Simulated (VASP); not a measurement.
Consider the following.

```
CELL_PARAMETERS angstrom
      0.00000     2.19000     2.19000
      2.19000     0.00000     2.19000
      2.19000     2.19000     0.00000
ATOMIC_POSITIONS crystal
  Al 0.00000 0.00000 0.00000
  N  0.25000 0.25000 0.25000
```

These are G0W0 on PBE orbitals, VASP's PBE PAW potentials (set 64) (plane waves; VASP) values and carry that method's errors. Numerical set-up: PREC = Normal, 500 eV cut-off, 4×4×4 Γ-centred mesh, Gaussian smearing of 0.010 eV, potentials Al_GW N_GW_new.

The mesh is coarse and the basis finite, so the quasiparticle values are not converged.

NBANDS = 64, ENCUTGW = 150 eV, NOMEGA = 64. The PBE levels (eV) that the step starts from are:

```csv
state,KS energy,filling
"k1 (0.00, 0.00, 0.00), band 1",-9.34,2
"k1 (0.00, 0.00, 0.00), band 2",5.61,2
"k1 (0.00, 0.00, 0.00), band 3",5.61,2
"k1 (0.00, 0.00, 0.00), band 4",5.61,2
"k1 (0.00, 0.00, 0.00), band 5",9.71,0
"k1 (0.00, 0.00, 0.00), band 6",18.04,0
"k1 (0.00, 0.00, 0.00), band 7",18.04,0
"k1 (0.00, 0.00, 0.00), band 8",18.04,0
"k3 (0.50, 0.00, 0.00), band 1",-7.31,2
"k3 (0.50, 0.00, 0.00), band 2",-0.23,2
"k3 (0.50, 0.00, 0.00), band 3",5.13,2
"k3 (0.50, 0.00, 0.00), band 4",5.13,2
"k3 (0.50, 0.00, 0.00), band 5",12.89,0
"k3 (0.50, 0.00, 0.00), band 6",15.40,0
"k3 (0.50, 0.00, 0.00), band 7",16.66,0
"k3 (0.50, 0.00, 0.00), band 8",16.66,0
"k7 (0.50, 0.50, 0.00), band 1",-6.68,2
"k7 (0.50, 0.50, 0.00), band 2",0.71,2
"k7 (0.50, 0.50, 0.00), band 3",3.83,2
"k7 (0.50, 0.50, 0.00), band 4",3.83,2
"k7 (0.50, 0.50, 0.00), band 5",8.89,0
"k7 (0.50, 0.50, 0.00), band 6",14.14,0
"k7 (0.50, 0.50, 0.00), band 7",19.45,0
"k7 (0.50, 0.50, 0.00), band 8",21.21,0
```

Give the quasiparticle energies and renormalisation factors Z.

| state | QP energy (eV) | Z |
|---|---|---|
| k1 (0.00, 0.00, 0.00), band 1 | -10.69 | 0.71 |
| k1 (0.00, 0.00, 0.00), band 2 | 4.81 | 0.77 |
| k1 (0.00, 0.00, 0.00), band 3 | 4.81 | 0.77 |
| k1 (0.00, 0.00, 0.00), band 4 | 4.81 | 0.77 |
| k1 (0.00, 0.00, 0.00), band 5 | 10.49 | 0.80 |
| k1 (0.00, 0.00, 0.00), band 6 | 19.02 | 0.80 |
| k1 (0.00, 0.00, 0.00), band 7 | 19.02 | 0.80 |
| k1 (0.00, 0.00, 0.00), band 8 | 19.02 | 0.80 |
| k3 (0.50, 0.00, 0.00), band 1 | -8.59 | 0.73 |
| k3 (0.50, 0.00, 0.00), band 2 | -1.44 | 0.72 |
| k3 (0.50, 0.00, 0.00), band 3 | 4.27 | 0.77 |
| k3 (0.50, 0.00, 0.00), band 4 | 4.27 | 0.77 |
| k3 (0.50, 0.00, 0.00), band 5 | 13.73 | 0.81 |
| k3 (0.50, 0.00, 0.00), band 6 | 16.36 | 0.75 |
| k3 (0.50, 0.00, 0.00), band 7 | 17.47 | 0.80 |
| k3 (0.50, 0.00, 0.00), band 8 | 17.47 | 0.80 |
| k7 (0.50, 0.50, 0.00), band 1 | -7.89 | 0.71 |
| k7 (0.50, 0.50, 0.00), band 2 | -0.45 | 0.73 |
| k7 (0.50, 0.50, 0.00), band 3 | 2.82 | 0.76 |
| k7 (0.50, 0.50, 0.00), band 4 | 2.82 | 0.76 |
| k7 (0.50, 0.50, 0.00), band 5 | 9.35 | 0.82 |
| k7 (0.50, 0.50, 0.00), band 6 | 14.90 | 0.82 |
| k7 (0.50, 0.50, 0.00), band 7 | 20.78 | 0.75 |
| k7 (0.50, 0.50, 0.00), band 8 | 22.22 | 0.74 |
On the mesh the gap opens from 3.28 to 4.54 eV.

The compound is AlN in the zinc blende structure, a metastable form; wurtzite is the usual one. The cell was not relaxed at this level. The k-mesh is coarse (spacing up to 0.62 per Å, 2π included), so the numbers may not be converged in it.
